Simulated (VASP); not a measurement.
```
BP
1.0
    1.60224     0.92505     2.61687
   -1.60224     0.92505     2.61687
    0.00000    -1.85011     2.61687
B P
1 1
Direct
  0.87501   0.87501   0.87501
  0.12499   0.12499   0.12499
```

Level of theory: r2SCAN meta-GGA, VASP's PBE PAW potentials (set 64) (plane waves; VASP). Run with 520 eV cut-off, 11×11×11 Γ-centred mesh, tetrahedra with Blöchl corrections, potentials B P.

Q: Tabulate the total density of states (states/eV per cell) against energy (eV; zero at the valence-band maximum or, without a gap, the Fermi level).

A: 
```
E (eV) | DOS (states/eV)
    -9.95 |  0.00
    -9.71 |  0.00
    -9.59 |  0.00
    -9.35 | # 0.09
    -9.23 | ## 0.14
    -8.99 | ##### 0.35
    -8.87 | ######## 0.51
    -8.63 | ################### 1.24
    -8.39 | ################# 1.09
    -8.27 | ############ 0.77
    -8.03 | ######### 0.57
    -7.91 | ######## 0.52
    -7.67 | ####### 0.44
    -7.55 | ###### 0.39
    -7.31 | ##### 0.34
    -7.07 | ##### 0.32
    -6.95 | ##### 0.31
    -6.71 | #### 0.27
    -6.59 | #### 0.25
    -6.35 | ####### 0.47
    -6.23 | ########### 0.69
    -5.99 | ############ 0.78
    -5.75 | ########### 0.73
    -5.63 | ########### 0.73
    -5.39 | ########### 0.69
    -5.27 | ########### 0.69
    -5.03 | ########### 0.74
    -4.91 | ############ 0.80
    -4.67 | ############## 0.93
    -4.43 | ############### 1.00
    -4.31 | ################# 1.11
    -4.07 | ################# 1.11
    -3.95 | ################ 1.06
    -3.71 | ############### 1.00
    -3.59 | ############### 0.98
    -3.35 | ############### 1.00
    -3.11 | ############### 0.97
    -2.99 | ############## 0.94
    -2.75 | ############## 0.91
    -2.63 | ############## 0.93
    -2.39 | ############## 0.91
    -2.27 | ############# 0.88
    -2.03 | ############# 0.82
    -1.91 | ########### 0.72
    -1.67 | ######## 0.51
    -1.43 | ###### 0.42
    -1.31 | ###### 0.38
    -1.07 | ##### 0.31
    -0.95 | #### 0.27
    -0.71 | ### 0.21
    -0.59 | ### 0.17
    -0.35 | ## 0.11
    -0.11 |  0.01
     0.01 |  0.00
     0.25 |  0.00
     0.37 |  0.00
     0.61 |  0.00
     0.73 |  0.00
     0.97 |  0.00
     1.21 |  0.00
     1.33 |  0.00
     1.57 | # 0.04
     1.69 | # 0.09
     1.93 | ### 0.18
     2.05 | ### 0.22
     2.29 | ##### 0.30
     2.53 | ###### 0.40
     2.65 | ####### 0.45
     2.89 | ######## 0.52
     3.01 | ######## 0.55
     3.25 | ######### 0.62
     3.37 | ########## 0.66
     3.61 | ############ 0.78
     3.85 | ############## 0.94
     3.97 | ################ 1.06
     4.21 | ########################## 1.67
     4.33 | ############################## 1.96
     4.57 | ################ 1.05
     4.69 | ########### 0.75
     4.93 | ######## 0.55
```
Within 2 eV below the valence-band maximum the largest weight inside VASP's projection spheres is P p, then B p.

The structure was generated: BP was put into the alpha-GeTe type (R3m), which need not be its known phase. It was relaxed first, which changed the volume by +17 %. The relaxed cell has space group F-43m.
